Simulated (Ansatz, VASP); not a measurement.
# Zr2Ni in two plane-wave programs, part 2 of 2

One calculation is typed for both programs; each brings its own data sets. How far apart do they land? The cell is taken from a series of runs on this material, whose earlier steps may have relaxed, scaled, displaced or heated it; both programs get it as it stands.

VASP 6.6.1 and Ansatz 0.2.0.

So far: Starting point; Ansatz: relaxation of cell and atoms, LDA, pair 1; VASP: relaxation of cell and atoms, LDA, pair 1.

### 4. Side by side

Known differences besides the potentials themselves: the two LDA forms differ slightly; the data sets hold 84 valence electrons in Ansatz (on its PAW soft_1 files) and 68 in VASP; the cutoff is 420 eV in Ansatz and 600 eV in VASP; VASP's log shows a relativistic correction to its local exchange, Ansatz's none; Ansatz adds a Pulay correction to the stress that steers its cell, VASP none. Total energies have different zeros and are not compared.

Compared:

```
                                         quantity  Ansatz    VASP  difference
                                      volume (Å³)  102.90  102.96     -0.06 %
edge a after relaxation, in the typed setting (Å)   5.168   5.169     -0.02 %
```

### 5. VASP: relaxation of cell and atoms, LDA, pair 2

The relaxed volume is the usual yardstick between codes: in a stiff, nearly cubic crystal its relative difference is about their pressure difference at one cell divided by the bulk modulus.

Input file INCAR:

```
SYSTEM = Zr2Ni
PREC = Accurate
ENCUT = 600
EDIFF = 1E-07
NELM = 120
ISMEAR = 1
SIGMA = 0.2
LREAL = .FALSE.
ALGO = Normal
GGA = CA
NBANDS = 42
LASPH = .TRUE.
LORBIT = 11
LWAVE = .FALSE.
LCHARG = .FALSE.
ISIF = 3
IBRION = 2
NSW = 80
EDIFFG = -0.005
GGA_COMPAT = .FALSE.
NELMIN = 4
KPAR = 2
```

Input file POSCAR:

```
Zr2Ni
1.0
   -3.1824740000      3.1824740000      2.5399360000
    3.1824740000     -3.1824740000      2.5399360000
    3.1824740000      3.1824740000     -2.5399360000
Zr Ni
4 2
Direct
    0.6626346358      0.1626346358      0.8252692716
    0.1626346358      0.3373653642      0.5000000000
    0.3373653642      0.8373653642      0.1747307284
    0.8373653642      0.6626346358      0.5000000000
    0.2500000000      0.2500000000      0.0000000000
    0.7500000000      0.7500000000      0.0000000000
```

Input file KPOINTS:

```
Automatic mesh
0
Gamma
8 8 8
0 0 0
```

PAW data sets: Zr_sv and Ni (LDA family, release 64).

Run with:

```console
$ mpirun -np 2 vasp_std
```

Numbers of over 12 decimals in the logs are rounded to 6 here.

The program printed:

```text
[... set-up lines as in an earlier step ...]
 entering main loop
       N       E                     dE             d eps       ncg     rms          rms(c)
DAV:   1     0.917689281112E+03    0.91769E+03   -0.35725E+04  4956   0.204E+03
DAV:   2     0.501493773029E+02   -0.86754E+03   -0.84666E+03  5538   0.551E+02
DAV:   3    -0.457554997654E+02   -0.95905E+02   -0.90698E+02  7250   0.175E+02
DAV:   4    -0.562041834925E+02   -0.10449E+02   -0.10223E+02  7416   0.485E+01
[...]
DAV:  17    -0.525402461266E+02    0.35697E-05   -0.11803E-05  7624   0.331E-02    0.895E-03
DAV:  18    -0.525402461612E+02   -0.34608E-07   -0.17223E-06  5696   0.663E-03    0.379E-03
DAV:  19    -0.525402460744E+02    0.86767E-07   -0.11408E-07  3310   0.390E-03
   1 F= -.52540246E+02 E0= -.52541616E+02  d E =-.525402E+02
[...]
2 F= -.52540357E+02 E0= -.52541815E+02  d E =-.111227E-03
[...]
3 F= -.52540359E+02 E0= -.52541806E+02  d E =-.112747E-03
[...]
4 F= -.52540411E+02 E0= -.52541938E+02  d E =-.519639E-04
 trial-energy change:   -0.000052  1 .order   -0.000055   -0.000131    0.000022
 step:   0.8219(harm=  0.8359)  dis= 0.00086  next Energy=   -52.540413 (dE=-0.537E-04)
 reached required accuracy - stopping structural energy minimisation
```

OUTCAR, selected parts (step 5):

```text
  Total       -0.0028480     -0.0028480      0.0272897      0.0000000     -0.0000000      0.0000000
  in kB       -0.0443154     -0.0443154      0.4246352      0.0000000     -0.0000000      0.0000000
  external PRESSURE =       0.1120015 kB  Pullay stress =       0.0000000 kB

 POSITION                                       TOTAL-FORCE (eV/Angst)
 -----------------------------------------------------------------------------------
      1.03747      4.22129      0.00000        -0.001519     -0.001519     -0.000000
      2.14635      1.03747      0.00000         0.001519     -0.001519      0.000000
      2.14635     -1.03747      2.53943         0.001519      0.001519     -0.000000
      1.03747      2.14635      2.53943        -0.001519      0.001519      0.000000
      0.00000      0.00000      1.26972        -0.000000     -0.000000      0.000000
      0.00000      0.00000      3.80915         0.000000     -0.000000      0.000000
 -----------------------------------------------------------------------------------
    total drift:                               -0.000000      0.000000      0.000000

  FREE ENERGIE OF THE ION-ELECTRON SYSTEM (eV)
  ---------------------------------------------------
  free  energy   TOTEN  =       -52.5404107851 eV

  energy  without entropy=      -52.5449918647  energy(sigma->0) =      -52.54193781

[... 1 part as in an earlier step ...]

[... 3 further parts left out ...]
[key lines of the parts left out:]
E-fermi :   9.9651
```

### 6. Ansatz: relaxation of cell and atoms, LDA, pair 2

The same cell, functional (in two slightly different forms), mesh and smearing now go to Ansatz, which takes its cutoff from its data sets.

The cell is taken from a series of runs on this material, whose earlier steps may have relaxed, scaled, displaced or heated it; both programs get it as it stands.

Input file input.yaml:

```yaml
crystal:
  lattice:
    - [-3.1824741598, 3.1824741598, 2.5399360005]
    - [3.1824741598, -3.1824741598, 2.5399360005]
    - [3.1824741598, 3.1824741598, -2.5399360005]
  atoms:
    - { symbol: Zr, position: [0.6626346058, 0.1626346058, 0.8252692117] }
    - { symbol: Zr, position: [0.1626346058, 0.3373653942, 0.5] }
    - { symbol: Zr, position: [0.3373653942, 0.8373653942, 0.1747307883] }
    - { symbol: Zr, position: [0.8373653942, 0.6626346058, 0.5] }
    - { symbol: Ni, position: [0.25, 0.25, 0.0] }
    - { symbol: Ni, position: [0.75, 0.75, 0.0] }
kpoints:
  mp_grid: { grid: [8, 8, 8] }
hamiltonian:
  xc: lda
  pseudopotentials: { kind: paw, azcp: { folder: soft_1 }, xc_functional: pbe }
scf:
  occupations: { method: methfessel_paxton, width: 0.2 }
output:
  forces: true
  stress: true
  eigenvalues: true
relax:
  adjacent_minimum: "off"
  f_tol: 0.001
  max_steps: 60
  cell: { stress_tol: 0.01 }
```

Run with:

```console
$ ansatz run input.yaml --threads 8 --pin off --max-ram 20480MiB --backend cpu --events-out ev --progress --plain --runs-dir out
```

The program printed:

```text
[...]
Crystal: 6 atoms, lattice volume = 102.899 Å³
Basis set: ecut = 420 eV, 2025 PW (Γ)
Bands: 51, of which v1, the nominal top of the filled ones, is band 42 counted from 1 (41 counted from 0)
Symmetry: 16 space group operations
[...]
k-points: 59 of 512
[...]
cell:  # Å, volume = 102.9325 Å³
    - [-3.183016, 3.183016, 2.539888]
    - [3.183016, -3.183016, 2.539888]
    - [3.183016, 3.183016, -2.539888]
  atoms:
    - { symbol: Zr, position: [0.662968, 0.162968, 0.825936] }
    - { symbol: Zr, position: [0.162968, 0.337032, 0.5] }
    - { symbol: Zr, position: [0.337032, 0.837032, 0.174064] }
    - { symbol: Zr, position: [0.837032, 0.662968, 0.5] }
    - { symbol: Ni, position: [0.250000, 0.250000, 0] }
    - { symbol: Ni, position: [0.750000, 0.750000, 0] }
[key lines of the parts left out:]
SCF converged after 5 iterations
Free energy (F): -27858.936480 eV
Fermi energy:    16.186821 eV
P = ⅓ Tr σ = -0.0001 GPa (-0.001 kbar)
```

### 7. Comparison

What differs besides the data sets and the points named for the pairs above, as far as they apply: the data sets hold 84 valence electrons in Ansatz (on its PAW soft_1 files) and 68 in VASP. Total energies have different zeros and are not compared.

The two programs side by side:

```
                                         quantity  Ansatz    VASP  difference
                                      volume (Å³)  102.93  102.97     -0.03 %
edge a after relaxation, in the typed setting (Å)   5.169   5.169     -0.01 %
```

### 8. Results

```json
{
  "difference in volume (relaxation of cell and atoms, LDA, pair 1)": "-0.062 %",
  "difference in volume (relaxation of cell and atoms, LDA, pair 2)": "-0.032 %"
}
```

**Reading.** The difference in volume is -0.062 % (relaxation of cell and atoms, LDA, pair 1), within the 1.2 % picked in this series as the mark of a large difference, as far as the stopping tolerances let one tell. The data sets hold unlike numbers of valence electrons (84 in Ansatz and 68 in VASP), so part of the differences comes from the potentials. How closely two codes agree says nothing of how well the functional describes the real material.

[Lines on the potential files, build, host, timing and source positions are cut from VASP's logs without a mark.]

[Logs are printed without paths, hosts, clocks, repeated set-up lines and the standing remarks that a program may print on its own settings, such as how far it seeks lower states.]

[Hosts, paths, dates, database ids (printed as entryN), source tags and the programs' standing remarks are cut or masked in the printed files.]
